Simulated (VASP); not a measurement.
A run of VASP 6.6.1 is set up as follows.

File INCAR:

```
SYSTEM = YCu2
  PREC = Accurate
  ENCUT = 520
  EDIFF = 1E-6
  ISMEAR = 1
  SIGMA = 0.02
  LREAL = .FALSE.
  LASPH = .TRUE.
  NELM = 100
  ALGO = Fast
  ISIF = 2
  LWAVE = .FALSE.
  LCHARG = .FALSE.
  GGA = CA
  ISYM = 0
  NBANDS = 42
```

File KPOINTS:

```
Automatic mesh
0
Gamma
  4 4 4
  0.5 0.5 0.5
```

The input POSCAR:

```
YCu2
1.0
    0.0000000000      3.7305950000      3.7305950000
    3.7305950000      0.0000000000      3.7305950000
    3.7305950000      3.7305950000      0.0000000000
Y Cu
2 4
Direct
    0.0000000000      0.0000000000      0.0000000000
    0.2500000000      0.2500000000      0.2500000000
    0.1250000000      0.6250000000      0.6250000000
    0.6250000000      0.1250000000      0.6250000000
    0.6250000000      0.6250000000      0.1250000000
    0.6250000000      0.6250000000      0.6250000000
```

Potentials or basis: VASP PAW LDA potentials, release 64 (Y_sv, Cu).

Launch:

```sh
$ cat potpaw_LDA.64/Y_sv/POTCAR potpaw_LDA.64/Cu/POTCAR > POTCAR
$ mpirun -np 1 vasp_std > vasp.out
```

What does it give for the band gap on the k mesh?

None (metal or under the smearing width).

What does it give for the pressure?

-8.2 GPa.

Caveat: the k mesh is coarse (spacing up to 0.36 Å⁻¹), so the values aren't converged.
